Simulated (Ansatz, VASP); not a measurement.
**Zn2InTe2As in two plane-wave programs**

One calculation is typed for both programs; each brings its own data sets. How far apart do they land? The cell is generated by rule, not measured, and may not be a known phase. The cell is taken from a series of runs on this material, whose earlier steps may have relaxed, scaled, displaced or heated it; both programs get it as it stands.

Method: plane waves, with VASP 6.6.1 beside it; relaxation of cell and atoms at LDA, in Ansatz 0.2.0.

The structure was built from a prototype and need not be the compound's stable phase.

## (1) The starting structure

The structure is orthorhombic, space group Imm2 (No. 44). Conventional cell: a = 4.241 Å, b = 4.264 Å, c = 17.996 Å, α = 90.00°, β = 90.00°, γ = 90.00°. As has 2 Zn at 2.42 Å and 2 In at 2.57 Å nearest. In has 2 As at 2.57 Å and 2 Te at 2.82 Å nearest. Nearest to Te lie 4 Zn at 2.57 to 2.63 Å. Te has 2 Zn at 2.62 Å and 2 In at 2.82 Å nearest. Zn has 2 As at 2.42 Å and 2 Te at 2.63 Å nearest. Nearest to Zn lie 4 Te at 2.57 to 2.62 Å. Farther neighbours and most contacts between anions are not listed.

## (2) Ansatz: relaxation of cell and atoms, LDA, pair 1

Ansatz runs on its default PAW (the set named soft_2) files.

The relaxed volume is the usual yardstick between codes: in a stiff, nearly cubic crystal its relative difference is about their pressure difference at one cell divided by the bulk modulus.

The input, input.yaml:

```yaml
crystal:
  lattice:
    - [3.0150800709, 3.0150800709, 0.0]
    - [-2.9985289969, 2.9985289969, 0.0]
    - [3.0068045339, 0.008275537, 8.9978299884]
  atoms:
    - { symbol: As, position: [0.4057973221, 0.0942026779, 0.1884053558] }
    - { symbol: In, position: [-0.0141295552, 0.0141295552, 0.0282591103] }
    - { symbol: Te, position: [0.7547316129, 0.7452683871, 0.4905367743] }
    - { symbol: Te, position: [0.0893436095, 0.4106563905, 0.8213127811] }
    - { symbol: Zn, position: [0.3407170797, 0.6592829203, 0.3185658405] }
    - { symbol: Zn, position: [0.673539931, 0.326460069, 0.6529201379] }
kpoints:
  mp_grid: { grid: [6, 6, 6] }
hamiltonian:
  xc: lda
scf:
  occupations: { method: gaussian, width: 0.02 }
output:
  forces: true
  stress: true
  eigenvalues: true
relax:
  adjacent_minimum: "off"
  f_tol: 0.005
  max_steps: 80
  cell: { stress_tol: 0.05 }
```

Started as:

```sh
$ ansatz run input.yaml --threads 8 --pin off --max-ram 14336MiB --backend cpu --events-out ev --progress --plain --runs-dir out
```

Numbers of over 12 decimals in the logs are rounded to 6 here.

What it wrote:

```text
Engine: ansatz 0.2.0, aarch64-unknown-linux-gnu
Pseudopotentials: kind: paw
Pseudopotential: As, paw, valence charge 15, recommended cutoff 420 eV (normal), As.paw.azcp
Pseudopotential: In, paw, valence charge 13, recommended cutoff 420 eV (normal), In.paw.azcp
Pseudopotential: Te, paw, valence charge 16, recommended cutoff 420 eV (normal), Te.paw.azcp
Pseudopotential: Zn, paw, valence charge 12, recommended cutoff 420 eV (normal), Zn.paw.azcp
Functional definition: SPW92
  exchange = slater_x
  correlation = pw_c
Crystal: 6 atoms, lattice volume = 162.695 Å³
Basis set: ecut = 420 eV, 3175 PW (Γ)
Bands: 51, of which v1, the nominal top of the filled ones, is band 42 counted from 1 (41 counted from 0)
Symmetry: 4 space group operations
Space group: Imm2 (ITA 44), of the structure as read, at distance tolerance 5.5e-5 Å
k-points: 46 of 216 (time reversal used)
Non-local potential: As, projectors of the file, l = 0: 2, l = 1: 2, l = 2: 3, l = 3: 1
Non-local potential: In, projectors of the file, l = 0: 2, l = 1: 2, l = 2: 2, l = 3: 2
Non-local potential: Te, projectors of the file, l = 0: 2, l = 1: 2, l = 2: 2, l = 3: 2
Non-local potential: Zn, projectors of the file, l = 0: 2, l = 1: 2, l = 2: 3, l = 3: 1
PAW form: soft (Blöchl's): semilocal exchange-correlation on the pseudo side does not see the compensation charge
PAW frozen core: As, regenerated for the run's functional, and the local potential with it (the file was generated under x = pbe(κ = 0.804, μ = 0.219515), c = pbe(β = 0.066725))
PAW frozen core: In, regenerated for the run's functional, and the local potential with it (the file was generated under x = pbe(κ = 0.804, μ = 0.219515), c = pbe(β = 0.066725))
PAW frozen core: Te, regenerated for the run's functional, and the local potential with it (the file was generated under x = pbe(κ = 0.804, μ = 0.219515), c = pbe(β = 0.066725))
PAW frozen core: Zn, regenerated for the run's functional, and the local potential with it (the file was generated under x = pbe(κ = 0.804, μ = 0.219515), c = pbe(β = 0.066725))
PAW one-centre angular grid: As, 590 points (default); XC on 64 Gauss nodes
PAW one-centre angular grid: In, 590 points (default); XC on 64 Gauss nodes
PAW one-centre angular grid: Te, 590 points (default); XC on 64 Gauss nodes
PAW one-centre angular grid: Zn, 590 points (default); XC on 64 Gauss nodes
Initial density: superposition of atomic densities (neutral atoms: chi_scale 0, normalization atom), corrected by the library's trained network
Initial wavefunctions: pseudopotential atomic-orbital guess
Functional: x = slater, c = lda
SCF iter   1: F=—  HF=-30379.555922 eV  |F-HF|=—  |Δ(HF+E_count)|=         —  Δρ=5.52e-3  dr2=3.17e-2  ethr=1.77e-3  ⟨swp⟩=7.6  Hψ=10170  notcnv=0  defer=4
preconditioner: auto → Resta (q_TF=auto, 2.444 Å⁻¹)  ε∞=4.4  [insulator: Δε(μ)=0.591 eV  Ē_g=11.530 eV  σ=0.020 eV  W_gap=1.00  n_scr=42 (ndim 8)  ℏωp=21.4 eV  f_vac=0.088  D(μ)=0.00/eV (n_scr^D=0)  ε∞_Penn≈4.4]
SCF iter   2: F=—  HF=-30379.545562 eV  |F-HF|=—  |Δ(HF+E_count)|=   1.04e-2  Δρ=2.50e-3  dr2=6.95e-3  ethr=3.77e-5  ⟨swp⟩=2.6  Hψ=4330  notcnv=0  defer=105
SCF iter   3: F=—  HF=-30379.544527 eV  |F-HF|=—  |Δ(HF+E_count)|=   1.03e-3  Δρ=1.32e-3  dr2=1.47e-3  ethr=8.27e-6  ⟨swp⟩=2.0  Hψ=3878  notcnv=0  defer=105
SCF iter   4: F=—  HF=-30379.543958 eV  |F-HF|=—  |Δ(HF+E_count)|=   5.69e-4  Δρ=3.41e-4  dr2=1.62e-4  ethr=1.75e-6  ⟨swp⟩=2.0  Hψ=3306  notcnv=0  defer=105
SCF iter   5: F=—  HF=-30379.543946 eV  |F-HF|=—  |Δ(HF+E_count)|=   1.25e-5  Δρ=1.21e-4  dr2=2.62e-5  ethr=1.93e-7  ⟨swp⟩=2.0  Hψ=4110  notcnv=0  defer=105
SCF iter   6: F=—  HF=-30379.543951 eV  |F-HF|=—  |Δ(HF+E_count)|=   5.41e-6  Δρ=3.78e-5  dr2=3.99e-6  ethr=3.12e-8  ⟨swp⟩=2.3  Hψ=3204  notcnv=0  defer=105
SCF iter   7: F=—  HF=-30379.543953 eV  |F-HF|=—  |Δ(HF+E_count)|=   1.54e-6  Δρ=2.41e-5  dr2=7.45e-7  ethr=4.74e-9  ⟨swp⟩=2.0  Hψ=3713  notcnv=0  defer=105
SCF iter   8: F=—  HF=-30379.543953 eV  |F-HF|=—  |Δ(HF+E_count)|=   3.14e-7  Δρ=1.02e-5  dr2=1.61e-7  ethr=8.86e-10  ⟨swp⟩=2.0  Hψ=3713  notcnv=0  defer=105
SCF iter   9: F=-30379.543953 eV  HF=-30379.543953 eV  |F-HF|=3.17e-8  |Δ(HF+E_count)|=   1.79e-8  Δρ=4.19e-6  dr2=2.88e-8  ethr=1.19e-10  ⟨swp⟩=10.9  Hψ=10212  notcnv=0
SCF 1 converged in 9 iterations: F = -30379.543953 eV  dr2 = 2.88e-8
  greatest PAW one-centre occupation: 0.999 electrons in one spin orbital (limit 2), on the As atom at site 0 (counted from 0), in its partial waves of l = 2
relax step   1: F+E_penalty+E_count = -30379.54395253 eV  Δ(F+E_penalty+E_count) = +0.000e0 eV  max|allowed force component| = 2.727e-2 eV/Å  Δτ_max = 0.0000 Å  P = +0.014 GPa  Ω = 162.695 Å³  (9 SCF iters, dr2 threshold 1.00e-7 eV, accepted)
[...]
relax step   2: F+E_penalty+E_count = -30379.54401448 eV  Δ(F+E_penalty+E_count) = -6.195e-5 eV  max|allowed force component| = 3.561e-2 eV/Å  Δτ_max = 0.0067 Å  P = +0.013 GPa  Ω = 162.683 Å³  energy of the carried Pulay correction = +2.903e-6 eV  (5 SCF iters, dr2 threshold 4.65e-8 eV, accepted)
[...]
relax step   3: F+E_penalty+E_count = -30379.54407049 eV  Δ(F+E_penalty+E_count) = -5.601e-5 eV  max|allowed force component| = 3.810e-3 eV/Å  Δτ_max = 0.0033 Å  P = -0.002 GPa  Ω = 162.731 Å³  energy of the carried Pulay correction = -8.578e-6 eV  (5 SCF iters, dr2 threshold 7.93e-8 eV, accepted)
[...]
relax step   4: F+E_penalty+E_count = -30379.54408648 eV  Δ(F+E_penalty+E_count) = -1.599e-5 eV  max|allowed force component| = 3.807e-3 eV/Å  Δτ_max = 0.0000 Å  P = -0.002 GPa  Ω = 162.731 Å³  stress off target by 6.71e-3 GPa  SCF on the basis re-selected at this cell (its energy is not comparable with the rows above)  (6 SCF iters)
basis re-selected at this cell: Δ(F+E_penalty+E_count) = -1.599e-5 eV, ΔP = -0.000 GPa vs the last step (what re-selecting the basis moved, of the pressure what is left beyond the Pulay correction that the steps carried, after the strain that the cell walked since its last selection, with what the two solves' SCF thresholds leave and, on support functions, any second-order correction that the steps lacked; it is no m [...]
SCF converged after 6 iterations
Free energy (F): -30379.544086 eV
Harris-Foulkes:  -30379.544086 eV  (|F-HF|=3.64e-12)
Internal energy: -30379.544086 eV  (E = F + TS)
E sigma→0 (E₀):  -30379.544086 eV
Fermi energy:    7.834760 eV
--- Per-component energies (eV) ---
  E_band       = -847.760731
  E_kinetic    = 976.772553
  E_local      = -9869.459175  (includes V_loc(G=0)·N_el)
  E_nonlocal   = 327.498225
  E_hartree    = 4926.359181
  E_xc         = -812.258838
  E_vxc        = -498.778471  (∫ρ·V_xc dr)
  E_paw        = -18301.039659  (= ΣΔE_a)
  E_vpaw       = -1636.511259  (= ΣTr[D̂ρ^β])
  E_aug_tail   = -0.001081  (compensation charges beyond the density's cutoff)
  E_ewald      = -7634.246665
  E_core_change = 6.831372  (= ΣΔE_core)
  E_smearing   = -0.000000  (= −TS)
  E_closure    = -0.000000  (closes the sum)
  Σ components = -30379.544086   (vs F -30379.544086, Δ=0.00e0)
--- Forces (eV/Å), atoms counted from 1 ---
  atom   1  As     0.00000000    -0.00000000    -0.00380860
  atom   2  In    -0.00000000     0.00000000     0.00094463
  atom   3  Te    -0.00000000     0.00000000    -0.00073425
  atom   4  Te     0.00000000     0.00000000     0.00197571
  atom   5  Zn    -0.00000000    -0.00000000     0.00100363
  atom   6  Zn    -0.00000000     0.00000000     0.00060817
  max |Σ_I F_I| component: 1.07e-5 eV/Å
--- Stress (GPa, compression-positive) ---
       -0.003941      -0.002770       0.000000
       -0.002770      -0.003941       0.000000
        0.000000       0.000000       0.002189
  P = ⅓ Tr σ = -0.0019 GPa (-0.019 kbar)
--- Band table (eV; the first three rows and the last of 46) ---
  k-point 0: bands = [... 38 lower, 5.7023, 7.3997, 7.4876, 7.5320, 8.1375, 9.4954, 9.5614, 10.1863, ... 5 higher]
  k-point 1: bands = [... 38 lower, 5.8994, 6.8692, 7.3688, 7.4146, 8.6345, 9.4021, 9.7618, 9.9984, ... 5 higher]
  k-point 2: bands = [... 38 lower, 6.1943, 6.2384, 7.0734, 7.1247, 9.1293, 9.4586, 9.8369, 10.0833, ... 5 higher]
  k-point 45: bands = [... 38 lower, 4.7237, 4.8972, 5.3473, 5.3620, 9.3351, 9.3407, 10.1244, 10.3280, ... 5 higher]
--- Relaxed structure (3 steps of the walk, 3 accepted, 1 SCFs on fresh bases) ---
  F+E_penalty+E_count = -30379.54408648 eV   max|allowed force component| = 3.807e-3 eV/Å   (the final SCF, on the basis selected at the relaxed cell)
  cell:  # Å, volume = 162.7309 Å³
    - [3.011611, 3.011611, 0]
    - [-2.998109, 2.998109, 0]
    - [3.004860, 0.00675053, 9.011430]
  atoms:
    - { symbol: As, position: [0.405733, 0.094267, 0.188534] }
    - { symbol: In, position: [-0.013940, 0.013940, 0.027880] }
    - { symbol: Te, position: [0.754643, 0.745357, 0.490714] }
    - { symbol: Te, position: [0.089354, 0.410646, 0.821291] }
    - { symbol: Zn, position: [0.340667, 0.659333, 0.318666] }
    - { symbol: Zn, position: [0.673543, 0.326457, 0.652914] }
```

Reading the cycles: dr2 is the Hartree energy of the density residual (eV), the measure of convergence; HF is the Harris–Foulkes estimate of the energy, which meets the free energy F at convergence.

(Part 1 of 2 ends here.)

[Lines on the potential files, build, host, timing and source positions are cut from VASP's logs without a mark.]

[Logs are printed without paths, hosts, clocks, repeated set-up lines and the standing remarks that a program may print on its own settings, such as how far it seeks lower states.]

[Hosts, paths, dates, database ids (printed as entryN), source tags and the programs' standing remarks are cut or masked in the printed files.]
